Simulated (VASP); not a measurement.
Given:

```
BaF2
1.0
    0.00000     3.11776     3.11776
    3.11776     0.00000     3.11776
    3.11776     3.11776     0.00000
Ba F
1 2
Direct
  0.00000   0.00000   0.00000
  0.25000   0.25000   0.25000
  0.75000   0.75000   0.75000
```

Level of theory: r2SCAN meta-GGA, VASP's PBE PAW potentials (set 64) (plane waves; VASP). Settings: 520 eV cut-off, 6×6×6 Γ-centred mesh, Gaussian smearing of 0.050 eV, potentials Ba_sv F.

Q: Give the energy at these volumes per atom, relative to the lowest: 18.90, 19.51, 20.11, 20.71, 21.32 Å³.

A: 17.8, 4.8, 0.0, 2.2, 10.3 meV/atom. A third-order Birch-Murnaghan fit gives B0 = 60.1 GPa and B0′ = 4.7.

Measured: bulk modulus 57.0 GPa (computed value off by +5.5 %), as given by On the Morphology of Group II Metal Fluoride Nanocrystals at Finite Temperature and Partial Pressure of HF, PMC6154342. The calculation is for a static lattice, while the measured bulk modulus holds thermal and zero-point effects, which are part of the difference.

The compound is BaF2 in the fluorite structure. It was relaxed first.
